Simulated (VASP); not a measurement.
```
Zr
1.0
    1.61464    -2.79663     0.00000
    1.61464     2.79663     0.00000
    0.00000     0.00000     5.18112
Zr
2
Cartesian
  1.61464   0.93221   1.29528
  1.61464  -0.93221   3.88584
```

Calculation: PBE GGA, VASP's PBE PAW potentials (set 64) (plane waves; VASP 6.6.1). Settings: 520 eV cut-off, 15×15×8 Γ-centred mesh, tetrahedra with Blöchl corrections, potentials Zr_sv.

Q: The job: Zr (hcp), 2 atoms, PBE, static run, 520 eV, 15×15×8 Γ-centred mesh. Roughly how much core time does it take on a busy server core?

A: About 2 core-minutes (one run on a shared machine, a rough figure). It had 135 irreducible k-points, 16 bands, up to 1290 plane waves and 14 electronic steps.

The compound is Zr in the hcp structure. It was relaxed first.
